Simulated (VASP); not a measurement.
Input:

```
CELL_PARAMETERS angstrom
      0.00000     3.02664     3.02664
      3.02664     0.00000     3.02664
      3.02664     3.02664     0.00000
ATOMIC_POSITIONS crystal
  Cd 0.00000 0.00000 0.00000
  S  0.25000 0.25000 0.25000
```

Method: revPBE GGA, VASP's PBE PAW potentials (set 64) (plane waves; VASP). Run with 520 eV cut-off, 8×8×8 Γ-centred mesh, Gaussian smearing of 0.050 eV, potentials Cd S.

Question: Give the stress tensor in GPa (positive for a compressed cell).

Answer: 
```
-1.31   0.00   0.00
 0.00  -1.31   0.00
 0.00   0.00  -1.31
```
The pressure is its mean diagonal, -1.31 GPa.

The compound is CdS in the zinc blende structure, a metastable form; wurtzite is the usual one. This cell is one point of a volume scan, at 1.03 of the reference volume.
